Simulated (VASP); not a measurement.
These are PBEsol GGA, VASP's PBE PAW potentials (set 64) (plane waves; VASP) values and carry that method's errors.

VASP ran on this input.

File KPOINTS:
```
Automatic mesh
0
Gamma
9 9 7
0 0 0
```

### INCAR
```
ALGO  =  Normal
EDIFF  =  1E-7
ENCUT  =  400
GGA  =  PS
ISIF  =  2
ISMEAR  =  -5
LASPH  =  .True.
LCHARG  =  .True.
LEFG  =  .True.
LMAXMIX  =  4
LORBIT  =  11
LREAL  =  .False.
LWAVE  =  .False.
NEDOS  =  601
NELM  =  100
PREC  =  Accurate
SYSTEM  =  NbSi
```

### POSCAR
```
NbSi
1
    4.3638662754     0.0000000000     0.0000000000
   -2.1819331377     3.7792193964    -0.0000000000
    0.0000000000     0.0000000000     4.9447248380
Nb Si
2 2
Direct
  0.3333330000   0.6666670000   0.9374869886
  0.6666670000   0.3333330000   0.4374869886
  0.3333330000   0.6666670000   0.4375130114
  0.6666670000   0.3333330000   0.9375130114
```

POTCAR, in this order: Nb_sv Si (PBE.64 set). Program: vasp_std.

Estimate the energy per atom (σ→0), band gap (on the k-mesh).

energy per atom (σ→0): -8.230 eV/atom
band gap (on the k-mesh): none (metal, semimetal or under 0.01 eV)

File OSZICAR:
```
...
DAV:   9    -0.329214384165E+02    0.15191E-04   -0.74478E-03  3121   0.636E-01    0.196E-01
DAV:  10    -0.329214267209E+02    0.11696E-04   -0.67490E-04  2969   0.266E-01    0.610E-02
DAV:  11    -0.329214235360E+02    0.31849E-05   -0.20340E-04  2841   0.997E-02    0.188E-02
DAV:  12    -0.329214242335E+02   -0.69748E-06   -0.32997E-05  2904   0.466E-02    0.580E-03
DAV:  13    -0.329214241273E+02    0.10615E-06   -0.92593E-07  2422   0.698E-03    0.273E-03
DAV:  14    -0.329214238686E+02    0.25868E-06   -0.80055E-08  1739   0.320E-03    0.551E-04
DAV:  15    -0.329214238482E+02    0.20442E-07   -0.21689E-08  1693   0.175E-03
   1 F= -.32921424E+02 E0= -.32921424E+02  d E =0.000000E+00
```

The structure was generated: NbSi was put into the wurtzite type (P6_3mc), which need not be its known phase. It was relaxed first, which changed the volume by -36 %. The relaxed cell has space group P6_3/mmc.
